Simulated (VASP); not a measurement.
All values below come from PBEsol GGA, VASP's PBE PAW potentials (set 64) (plane waves; VASP).

VASP input:

**INCAR**
```
! general
SYSTEM   =  La2AlCo2C
PREC     =  Accurate
ENCUT    =  400   ! plane-wave cut-off (eV)
LREAL    =  .FALSE.   ! projection in real space or not
LASPH    =  .TRUE.   ! aspherical one-centre terms

! electronic loop
EDIFF    =  1E-6   ! SCF stop (eV)
NELM     =  100
ALGO     =  Normal   ! blocked Davidson
LMAXMIX  =  6   ! l cut-off of mixed one-centre charges

! smearing
ISMEAR   =  -1   ! Fermi-Dirac
SIGMA    =  0.05   ! width (eV)

! functional
GGA      =  PS

! spin
ISPIN    =  2   ! spin-polarised
MAGMOM   =  2*0.0 2*3.0 2*0.0

! ions
ISIF     =  2   ! forces and stress, cell fixed

! output
LWAVE    =  .FALSE.
LCHARG   =  .FALSE.
LORBIT   =  11   ! lm-projected
```

### POSCAR
```
La2AlCo2C
1
   -2.0920500000     3.0580500000     4.5455000000
    2.0920500000    -3.0580500000     4.5455000000
    2.0920500000     3.0580500000    -4.5455000000
La Co Al C
2 2 1 1
Direct
  0.1892300000   0.6892300000   0.5000000000
  0.8107700000   0.3107700000   0.5000000000
  0.2933200000   0.0000000000   0.2933200000
  0.7066800000   0.0000000000   0.7066800000
  0.5000000000   0.5000000000   0.0000000000
  0.0000000000   0.0000000000   0.0000000000
```

KPOINTS:
```
Automatic mesh
0
Gamma
7 7 7
0 0 0
```

POTCAR, in this order: La Co Al C (PBE.64 set). Program: vasp_std.

At this cut-off the stress carries a Pulay error, which pulls relaxed volumes low. Gaps are read on the run's mesh, which can miss a band edge.

Predict the energy per atom (σ→0), cell moment, pressure, largest force, band gap (on the k-mesh).

- energy per atom (σ→0) = -6.990 eV/atom
- cell moment = 0.00 μB
- band gap (on the k-mesh) = none (metal, semimetal or under 0.01 eV)
- pressure = -52.3 kbar
- largest force = 0.461 eV/Å

OSZICAR:
```
...
DAV:  13    -0.419550075588E+02   -0.75436E-03   -0.76079E-03 15153   0.677E-01    0.438E-01
DAV:  14    -0.419553863299E+02   -0.37877E-03   -0.22633E-03 15472   0.335E-01    0.305E-01
DAV:  15    -0.419553984162E+02   -0.12086E-04   -0.45917E-04 14200   0.183E-01    0.159E-01
DAV:  16    -0.419553964397E+02    0.19765E-05   -0.12702E-04 15256   0.805E-02    0.925E-02
DAV:  17    -0.419554036499E+02   -0.72102E-05   -0.41577E-05 12780   0.424E-02    0.519E-02
DAV:  18    -0.419554062493E+02   -0.25994E-05   -0.47128E-05 15184   0.501E-02    0.827E-03
DAV:  19    -0.419554064736E+02   -0.22433E-06   -0.73242E-06 11244   0.177E-02
   1 F= -.41955406E+02 E0= -.41937448E+02  d E =-.359166E-01  mag=     0.0001
```

The structure comes from a measured La2AlCo2C entry of the Crystallography Open Database, whose conditions weren't checked. The cell was not relaxed at this level. The run is one of a series of settings (KPOINTS 7×7×7 Γ-centred mesh against the base run), some of them coarse on purpose.
